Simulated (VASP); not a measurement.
# Nd3Hf (I4/mmm) in VASP: reference runs

How does Nd3Hf come out in PBE? The cell is run as given.

Everything below comes from runs of VASP 6.6.1. Logs are shortened: lines on timing, memory, paths and dates and some standing lists are left out, and cuts for length are marked.

### 1 The structure

It takes space group I4/mmm (No. 139, tetragonal). The conventional cell has a = 5.008 Å, b = 5.008 Å, c = 9.928 Å, α = 90.00°, β = 90.00°, γ = 90.00°. Hf (site symmetry 4/mmm) has 12 Nd at 3.53 to 3.54 Å as nearest neighbours. Nd (site symmetry 4/mmm) is surrounded by 8 Nd at 3.53 Å and 4 Hf at 3.54 Å. Nd (site symmetry -4m2) is surrounded by 4 Hf at 3.53 Å and 8 Nd at 3.53 to 3.54 Å.

The cell comes from a database or a generator and needn't be the stable form of this composition.

### 2 Single point, PBE, collinear spin, ferromagnetic start

Contents of INCAR:

```
PREC     = Accurate       # precision mode
ENCUT    = 520            # plane-wave cutoff, eV
EDIFF    = 1E-7           # SCF threshold, eV
ISMEAR   = -1             # smearing method
SIGMA    = 0.05           # smearing width, eV
LREAL    = F              # projectors in reciprocal space
LASPH    = T              # aspherical terms in the spheres
NELM     = 120            # most SCF steps
ALGO     = Normal         # electronic algorithm
ISIF     = 2              # what is computed and relaxed
LWAVE    = F              # write WAVECAR
LCHARG   = F              # write CHGCAR
ISPIN    = 2              # spin polarisation
MAGMOM   = 0 3 3 3        # initial moments
LORBIT   = 11             # projections on sites
LMAXMIX  = 6              # l up to which the mixer works
GGA      = PE             # functional
NBANDS   = 38             # bands
```

Contents of KPOINTS:

```
regular mesh
0
Gamma
  8 8 8
```

Contents of POSCAR:

```
Nd3Hf
1.0
   -2.5042410000      2.5042410000      4.9639420000
    2.5042410000     -2.5042410000      4.9639420000
    2.5042410000      2.5042410000     -4.9639420000
Hf Nd
1 3
Direct
    0.0000000000      0.0000000000      0.0000000000
    0.5000000000      0.5000000000      0.0000000000
    0.2500000000      0.7500000000      0.5000000000
    0.7500000000      0.2500000000      0.5000000000
```

Potentials or basis: VASP PAW PBE potentials, release 64 (Hf_pv, Nd).

Run with:

```bash
$ cat potpaw_PBE.64/Hf_pv/POTCAR potpaw_PBE.64/Nd/POTCAR > POTCAR
$ mpirun -np 1 vasp_std > vasp.out
```

OUTCAR:

```text
PREC = Accurate
   ENCUT = 520
   EDIFF = 1E-7
   ISMEAR = -1
   LREAL = F
   LASPH = T
   NELM = 120
   ISIF = 2
   ISPIN = 2
   LORBIT = 11
   GGA = PE

 ion  position               nearest neighbor table
   1  0.000  0.000  0.000-   4 3.53   3 3.53   3 3.53   4 3.53   3 3.53   4 3.53   4 3.53   3 3.53
                             2 3.54   2 3.54   2 3.54   2 3.54
   2  0.500  0.500  0.000-   3 3.53   4 3.53   3 3.53   4 3.53   3 3.53   4 3.53   3 3.53   4 3.53
                             1 3.54   1 3.54   1 3.54   1 3.54
   3  0.250  0.750  0.500-   1 3.53   2 3.53   1 3.53   2 3.53   1 3.53   2 3.53   1 3.53   2 3.53
                             4 3.54   4 3.54   4 3.54   4 3.54
   4  0.750  0.250  0.500-   2 3.53   1 3.53   1 3.53   2 3.53   1 3.53   2 3.53   2 3.53   1 3.53
                             3 3.54   3 3.54   3 3.54   3 3.54

  LATTYP: Found a body centered tetragonal cell.
 ALAT       =     5.0084820000
 C/A-ratio  =     1.9822141719

  Lattice vectors:

 A1 = (  -2.5042410000,   2.5042410000,   4.9639420000)
 A2 = (   2.5042410000,  -2.5042410000,   4.9639420000)
 A3 = (   2.5042410000,   2.5042410000,  -4.9639420000)

Analysis of symmetry for initial positions (statically):
=====================================================================
 Subroutine PRICEL returns:
 Original cell was already a primitive cell.

 Routine SETGRP: Setting up the symmetry group for a
 body centered tetragonal supercell.

 Subroutine GETGRP returns: Found 16 space group operations
 (whereof 16 operations were pure point group operations)
 out of a pool of 16 trial point group operations.

The static configuration has the point symmetry D_4h.

Analysis of symmetry for dynamics (positions and initial velocities):
=====================================================================
 Subroutine PRICEL returns:
 Original cell was already a primitive cell.

 Routine SETGRP: Setting up the symmetry group for a
 body centered tetragonal supercell.

 Subroutine GETGRP returns: Found 16 space group operations
 (whereof 16 operations were pure point group operations)
 out of a pool of 16 trial point group operations.

The dynamic configuration has the point symmetry D_4h.

Analysis of structural, dynamic, and magnetic symmetry:
=====================================================================
 Subroutine PRICEL returns:
 Original cell was already a primitive cell.

 Routine SETGRP: Setting up the symmetry group for a
 body centered tetragonal supercell.

 Subroutine GETGRP returns: Found 16 space group operations
 (whereof 16 operations were pure point group operations)
 out of a pool of 16 trial point group operations.

The overall configuration has the point symmetry D_4h.

 Subroutine INISYM returns: Found 16 space group operations
 (whereof 16 operations are pure point group operations),
 and found     1 'primitive' translations

----------------------------------------------------------------------------------------

                                     Primitive cell

  volume of cell :     124.5199

  direct lattice vectors                    reciprocal lattice vectors
    -2.504241000  2.504241000  4.963942000     0.000000000  0.199661295  0.100726398
     2.504241000 -2.504241000  4.963942000     0.199661295  0.000000000  0.100726398
     2.504241000  2.504241000 -4.963942000     0.199661295  0.199661295  0.000000000

  length of vectors
     6.097800108  6.097800108  6.097800108     0.223630141  0.223630141  0.282363711

  position of ions in fractional coordinates (direct lattice)
     0.000000000  0.000000000  0.000000000
     0.500000000  0.500000000  0.000000000
     0.250000000  0.750000000  0.500000000
     0.750000000  0.250000000  0.500000000

  ion indices of the primitive-cell ions
   primitive index   ion index
                 1           1
                 2           2
                 3           3
                 4           4

----------------------------------------------------------------------------------------

 KPOINTS: regular mesh

Automatic generation of k-mesh.
 Grid dimensions read from file:
 generate k-points for:    8    8    8

 Generating k-lattice:

  Cartesian coordinates                     Fractional coordinates (reciprocal lattice)
     0.000000000  0.024957662  0.012590800     0.125000000  0.000000000  0.000000000
     0.024957662  0.000000000  0.012590800     0.000000000  0.125000000  0.000000000
     0.024957662  0.024957662  0.000000000     0.000000000  0.000000000  0.125000000

  Length of vectors
     0.027953768  0.027953768  0.035295464

  Shift w.r.t. Gamma in fractional coordinates (k-lattice)
     0.000000000  0.000000000  0.000000000

 Subroutine IBZKPT returns following result:
 ===========================================

 Found     59 irreducible k-points:

 Following reciprocal coordinates:
            Coordinates               Weight
  0.000000  0.000000  0.000000      1.000000
  0.125000 -0.000000  0.000000      8.000000
  0.250000 -0.000000  0.000000      8.000000
  0.375000 -0.000000  0.000000      8.000000
  0.500000 -0.000000  0.000000      4.000000
  0.125000  0.125000  0.000000      8.000000
[... 16 lines left out ...]
  0.250000  0.125000  0.125000     16.000000
  0.375000  0.125000  0.125000      8.000000
 [... further k-points ...]
   k-points           NKPTS =     59   k-points in BZ     NKDIM =     59   number of bands    NBANDS=     38
   number of dos      NEDOS =    301   number of ions     NIONS =      4
   total plane-waves  NPLWV = 110592
   dimension x,y,z NGX =    48 NGY =   48 NGZ =   48
   dimension x,y,z NGXF=    96 NGYF=   96 NGZF=   96
   ions per type =               1   3
   NGX,Y,Z   is equivalent  to a cutoff of  13.09, 13.09, 13.09 a.u.
   NGXF,Y,Z  is equivalent  to a cutoff of  26.17, 26.17, 26.17 a.u.
 SYSTEM =  unknown system
   PREC   = accura    normal or accurate (medium, high low for compatibility)
   ISTART =      0    job   : 0-new  1-cont  2-samecut
   ICHARG =      2    charge: 1-file 2-atom 10-const
   ISPIN  =      2    spin polarized calculation?
   LNONCOLLINEAR =      F non collinear calculations
   LSORBIT =      F    spin-orbit coupling
   LASPH  =      T    aspherical Exc in radial PAW
   ENCUT  =  520.0 eV  38.22 Ry    6.18 a.u.  11.34 11.34 11.34*2*pi/ulx,y,z
   NELM   =    120;   NELMIN=  2; NELMDL= -5     # of ELM steps
   EDIFF  = 0.1E-06   stopping-criterion for ELM
   LREAL  =      F    real-space projection
   EDIFFG = 0.1E-05   stopping-criterion for IOM
   NSW    =      0    number of steps for IOM
   IBRION =     -1    ionic relax: 0-MD 1-quasi-New 2-CG
   NFREE  =      0    steps in history (QN), initial steepest desc. (CG)
   ISIF   =      2    stress and relaxation
   ISYM   =      2    0-nonsym 1-usesym 2-fastsym
   POTIM  = 0.5000    time-step for ionic-motion
   TEBEG  =    0.0;   TEEND  =   0.0 temperature during run
   PSTRESS=    0.0 pullay stress
   NELECT =      52.0000    total number of electrons
   NUPDOWN=      -1.0000    fix difference up-down
   EMIN   =  10.00;   EMAX   =-10.00  energy-range for DOS
   EFERMI =   0.00;   METHOD = LEGACY
   ISMEAR =    -1;   SIGMA  =   0.05  broadening in eV -4-tet -1-fermi 0-gaus
   EFERMI_NEDOS =   21; number of points for ismear=-14 and -15
   IALGO  =     38    algorithm
   IMIX   =      4    mixing-type and parameters
     AMIX     =   0.40;   BMIX     =  1.00
     AMIX_MAG =   1.60;   BMIX_MAG =  1.00
  volume/ion in A,a.u.               =      31.13       210.08
  Fermi-wavevector in a.u.,A,eV,Ry     =   1.223666  2.312394 20.372806  1.497359
  Thomas-Fermi vector in A             =   2.358769
   LORBIT       =     11    0 simple, 1 ext, 2 COOP (PROOUT), +10 PAW based schemes
   GGA     = PE    functional components
   LHFCALC =     F    Hartree Fock is set to
   AEXX    =    0.0000 exact exchange contribution
   IVDW    =     0    specifies the selected vdW correction
   LEPSILON=     F    determine dielectric tensor
   LRPA    =     F    only Hartree local field effects (RPA)
 spin polarized calculation
  energy-cutoff  :      520.00
  volume of cell :      124.52
 maximum number of plane-waves:      3411
 NGX is ok and might be reduce to    48
   NGX = 23   NGY = 23   NGZ = 23

 number of electron      51.9999999 magnetization       9.9286379

 number of electron      51.9999998 magnetization      11.5688796

 Free energy of the ion-electron system (eV)
  ---------------------------------------------------
  ext. energy  EPLUGINS =         0.00000000
  ---------------------------------------------------
  free energy    TOTEN  =       -28.40091071 eV

  energy without entropy =      -28.21517723  energy(sigma->0) =      -28.30804397

 E-fermi :   4.6964     XC(G=0): -10.2066

 val. band max:        4.6954890015   @ k =  -0.2500   0.1250  -0.0000
 cond. band min:       4.6965260227   @ k =   0.1250   0.1250   0.1250
 fundamental gap:      0.0010370213
 Fermi energy:         4.6964139896

 spin component 1

 k-point     1 :       0.0000    0.0000    0.0000
  band No.  band energies     occupation
      1     -32.5742      1.00000
      2     -32.3716      1.00000
      3     -32.3705      1.00000
      4     -26.4483      1.00000
      5     -26.4483      1.00000
      6     -26.4349      1.00000
[... 30 lines left out ...]
     37       4.8620      0.03518
     38       5.1240      0.00019

 k-point     2 :       0.1250   -0.0000    0.0000
  band No.  band energies     occupation
      1     -32.5659      1.00000
      2     -32.3759      1.00000
      3     -32.3746      1.00000
      4     -26.4483      1.00000
      5     -26.4482      1.00000
      6     -26.4347      1.00000
[... 30 lines left out ...]
     37       4.8834      0.02320
     38       5.1213      0.00020
[... 859 lines left out ...]
     37       4.9689      0.00428
     38       5.0801      0.00046

 k-point    24 :       0.3750    0.1250    0.1250
  band No.  band energies     occupation
      1     -32.4753      1.00000
      2     -32.4361      1.00000
      3     -32.4051      1.00000
      4     -26.4491      1.00000
      5     -26.4489      1.00000
      6     -26.4341      1.00000
[... 30 lines left out ...]
     37       4.9897      0.00283
     38       5.1026      0.00030

 [... further k-points ...]

 spin component 2

 k-point     1 :       0.0000    0.0000    0.0000
  band No.  band energies     occupation
      1     -31.0007      1.00000
      2     -30.7841      1.00000
      3     -30.7680      1.00000
      4     -26.4128      1.00000
      5     -26.4128      1.00000
      6     -26.4041      1.00000
[... 30 lines left out ...]
     37       6.9651      0.00000
     38       7.0730      0.00000

 k-point     2 :       0.1250   -0.0000    0.0000
  band No.  band energies     occupation
      1     -30.9919      1.00000
      2     -30.7878      1.00000
      3     -30.7735      1.00000
      4     -26.4128      1.00000
      5     -26.4127      1.00000
      6     -26.4040      1.00000
[... 30 lines left out ...]
     37       7.0266      0.00000
     38       7.0332      0.00000
[... 859 lines left out ...]
     37       6.9916      0.00000
     38       7.0544      0.00000

 k-point    24 :       0.3750    0.1250    0.1250
  band No.  band energies     occupation
      1     -30.8984      1.00000
      2     -30.8403      1.00000
      3     -30.8150      1.00000
      4     -26.4133      1.00000
      5     -26.4132      1.00000
      6     -26.4033      1.00000
[... 30 lines left out ...]
     37       6.9773      0.00000
     38       7.0482      0.00000

 [... further k-points ...]

------------------------ aborting loop because EDIFF is reached ----------------------------------------

  FORCE on cell =-STRESS in cart. coord.  units (eV):
  Direction    XX          YY          ZZ          XY          YZ          ZX
  --------------------------------------------------------------------------------------
  -------------------------------------------------------------------------------------
  Total       -1.2329343     -1.2329343     -1.3844475      0.0000000     -0.0000000     -0.0000000
  in kB      -15.8639588    -15.8639588    -17.8134541      0.0000000     -0.0000000     -0.0000000
  external PRESSURE =     -16.5137906 kB  Pullay stress =       0.0000000 kB

 VOLUME and BASIS-vectors are now :
 -----------------------------------------------------------------------------
  energy-cutoff  :      520.00
  volume of cell :      124.52
      direct lattice vectors                 reciprocal lattice vectors
    -2.504241000  2.504241000  4.963942000     0.000000000  0.199661295  0.100726398
     2.504241000 -2.504241000  4.963942000     0.199661295  0.000000000  0.100726398
     2.504241000  2.504241000 -4.963942000     0.199661295  0.199661295  0.000000000

 POSITION                                       TOTAL-FORCE (eV/Angst)
 -----------------------------------------------------------------------------------
      0.00000      0.00000      0.00000         0.000000     -0.000000     -0.000000
      0.00000      0.00000      4.96394         0.000000     -0.000000     -0.000000
      2.50424      0.00000      2.48197         0.000000     -0.000000     -0.000000
      0.00000      2.50424      2.48197        -0.000000      0.000000      0.000000
 -----------------------------------------------------------------------------------
    total drift:                                0.000000     -0.000000      0.000000

  FREE ENERGIE OF THE ION-ELECTRON SYSTEM (eV)
  ---------------------------------------------------
  free  energy   TOTEN  =       -28.4009107095 eV

  energy  without entropy=      -28.2151772288  energy(sigma->0) =      -28.30804397

 total charge

# of ion       s       p       d       f       tot
--------------------------------------------------
    1        0.416   6.193   1.411   0.000   8.020
    2        2.024   5.360   0.578   3.253  11.214
    3        2.025   5.354   0.588   3.235  11.202
    4        2.025   5.354   0.588   3.235  11.202
--------------------------------------------------
tot          6.489  22.261   3.165   9.724  41.639

 magnetization (x)

# of ion       s       p       d       f       tot
--------------------------------------------------
    1       -0.009   0.052   0.057   0.000   0.100
    2       -0.003  -0.100   0.117   3.202   3.216
    3       -0.006  -0.093   0.138   3.188   3.227
    4       -0.006  -0.093   0.138   3.188   3.227
--------------------------------------------------
tot         -0.024  -0.234   0.451   9.579   9.771
```

Run time: 56 min. Hardware: 1 thread of Intel Xeon 6975P-C (Granite Rapids), shared host; peak memory 0.71 GiB.

Results:

```yaml
Free_energy: -28.4009 eV
Pressure: -1.7 GPa
Band_gap_on_the_k_mesh: none (metal or under the smearing width)
Net_moment: 11.57 μB per cell
Site_moments: Hf +0.10; Nd +3.22, +3.23 μB
Valence_electrons_inside_the_program's_atomic_spheres: Hf 8.02; Nd 11.21, 11.20
```

Levels at points of the mesh, in eV from the Fermi level:
Spin up:
```tsv
k point	band 28	band 29	band 30	band 31	band 32	band 33	band 34	band 35	band 36	band 37
(0.00, 0.00, 0.00)	-0.21	-0.19	-0.19	-0.17	-0.17	-0.03	-0.03	0.11	0.17	0.17
(0.50, 0.00, 0.00)	-0.20	-0.20	-0.17	-0.14	-0.03	0.07	0.10	0.18	0.21	0.22
(0.50, 0.50, 0.00)	-0.30	-0.18	-0.11	-0.08	0.08	0.11	0.13	0.25	0.26	0.32
(0.50, 0.50, 0.50)	-0.42	-0.23	-0.08	-0.06	-0.06	-0.01	-0.01	0.07	0.20	0.28
```
Spin down:
```tsv
k point	band 17	band 18	band 19	band 20	band 21	band 22	band 23	band 24
(0.00, 0.00, 0.00)	-1.80	-1.01	-0.66	-0.56	0.61	0.61	0.65	0.65
(0.50, 0.00, 0.00)	-1.35	-0.35	-0.22	0.04	0.19	0.21	0.38	0.64
(0.50, 0.50, 0.00)	-1.39	-0.66	-0.49	0.40	0.50	0.55	0.82	1.28
(0.50, 0.50, 0.50)	-1.74	-1.64	-1.59	-0.96	-0.96	-0.26	0.39	1.34
```

Caveat: the magnetic or orbital state may not be the lowest; without U or exact exchange the open f shell lies at the Fermi level, which spoils levels, moments and volumes.
